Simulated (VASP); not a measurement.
A run of VASP 6.6.1:

INCAR

```
  ALGO = Normal
  EDIFF = 1E-6
  EDIFFG = -0.02
  ENCUT = 600
  GGA = PS
  IBRION = 2
  ISIF = 3
  ISMEAR = -1
  LASPH = True
  LCHARG = False
  LREAL = False
  LWAVE = False
  NELM = 100
  NSW = 40
  PREC = Accurate
  PSTRESS = 200
  SIGMA = 0.05
```

File KPOINTS:

```
k-points
0
Gamma
  9 9 9
```

File POSCAR:

```
SbC
1.0
    3.1146800000      0.0000000000      0.0000000000
    0.0000000000      3.1146800000      0.0000000000
    0.0000000000      0.0000000000      3.1146800000
Sb C
1 1
Direct
    0.5000000000      0.5000000000      0.5000000000
    0.0000000000      0.0000000000      0.0000000000
```

Potentials or basis: VASP PAW PBE potentials, release 64 (Sb, C).

The run is started by

```bash
$ cat potpaw_PBE.64/Sb/POTCAR potpaw_PBE.64/C/POTCAR > POTCAR
$ mpirun -np 1 vasp_std > vasp.out
```

Hardware: 1 thread of Intel(R) Xeon(R) 6975P-C (Granite Rapids), with other jobs on the host.

How long does it take, and how much memory?

It took 18 s on 1 thread of Intel(R) Xeon(R) 6975P-C (Granite Rapids), on a shared host, peak memory 0.17 GiB. Counts: scf iterations 45, k points 35, ion steps 7.
